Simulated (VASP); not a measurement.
The system is TiBr2.

```
CELL_PARAMETERS angstrom
2.07167 1.19608 6.26345
-2.07167 1.19608 6.26345
0.00000 -2.39216 6.26345
ATOMIC_POSITIONS crystal
Ti 0.00000 0.00000 0.00000
Br 0.25200 0.25200 0.25200
Br 0.74800 0.74800 0.74800
```

The cell was built by a generator and needn't be a form met in nature.

Base run:

* Program: VASP 6.6.1
* Functional: LDA
* Potentials or basis: VASP PAW LDA potentials, release 64 (Ti_sv, Br)
* Cutoff: 520 eV
* k mesh: 5 × 5 × 5
* Occupations: gaussian, width 0.05 eV
* Spin: collinear spin, ferromagnetic start
* Starting moments: [1.0, 0.0, 0.0] μB
* Hubbard terms: Ti d U = 6 eV

Its results: pressure -4.5 GPa; site moments Ti +1.74; Br -0.01 μB; largest force 0.579 eV/Å.

The run is repeated on the same cell with these changes: further incar settings from ALGO = Normal; EDIFF = 1e-06 to ALGO = Normal; EDIFF = 1e-06; NBANDS = 24; fixed moment from none to 4 μB. What comes out?

Pressure -2.5 GPa; site moments Ti +2.29; Br +0.36 μB; largest force 0.233 eV/Å.

Caveats: the moment is held away from its start (some runs); the total moment is fixed, so each spin has its own Fermi level (some runs).
